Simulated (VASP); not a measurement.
Input for VASP

INCAR:
```
SYSTEM = GeS
PREC = Accurate; ENCUT = 500; LREAL = .FALSE.
LASPH = .TRUE.
EDIFF = 1E-6; NELM = 100; ALGO = Normal
LMAXMIX = 4
ISMEAR = 1; SIGMA = 0.1
GGA = PS
IBRION = 2; NSW = 40; ISIF = 3
EDIFFG = -0.02; PSTRESS = 300
LWAVE = .FALSE.; LCHARG = .FALSE.
```

**KPOINTS**
```
Automatic
0
gamma
11 11 5
```

POSCAR:
```
GeS
1
    3.2246278121     0.0000000000     0.0000000000
   -1.6123139059     2.7926104757    -0.0000000000
   -0.0000000000     0.0000000000     6.7528898551
Ge S
2 2
Direct
  1.0000000000   1.0000000000   1.0000000000
  1.0000000000   1.0000000000   0.5000000000
  0.3333330000   0.6666670000   0.2500000000
  0.6666670000   0.3333330000   0.7500000000
```

POTCAR, in this order: Ge_d S (PBE.64 set). Program: vasp_std.

Question: Translate this PBEsol calculation to Ansatz.

Answer: One equivalent input (not run):
Ansatz 0.2 input:
```yaml
crystal:
  lattice:
    - [3.2246278, 0.0000000, 0.0000000]
    - [-1.6123139, 2.7926105, 0.0000000]
    - [0.0000000, 0.0000000, 6.7528899]
  atoms:
    - { symbol: Ge, position: [1.0000000, 1.0000000, 1.0000000] }
    - { symbol: Ge, position: [1.0000000, 1.0000000, 0.5000000] }
    - { symbol: S, position: [0.3333330, 0.6666670, 0.2500000] }
    - { symbol: S, position: [0.6666670, 0.3333330, 0.7500000] }
kpoints:
  mp_grid: { grid: [11, 11, 5] }
hamiltonian:
  xc: pbesol
  pseudopotentials: { kind: paw }
scf:
  occupations: { method: methfessel_paxton, width: 0.1 }
  max_iter: 100
relax:
  max_steps: 40
  f_tol: 0.02
  cell: { p_target: 30 }
output: { forces: true, stress: true, eigenvalues: true }
```
Limits of the translation: each code has its own PAW files, so the cut-off isn't converted (ENCUT is set for VASP's; basis.ecutwfc is left out, and Ansatz then takes the one that its files recommend); Ansatz stops its SCF on the density residual and VASP on the energy change (EDIFF).

The structure was generated: GeS was put into the NiAs type type (P6_3/mmc), which need not be its known phase. This run relaxes it under an external pressure of 30 GPa. Symmetry was kept, so distortions that lower it aren't found.
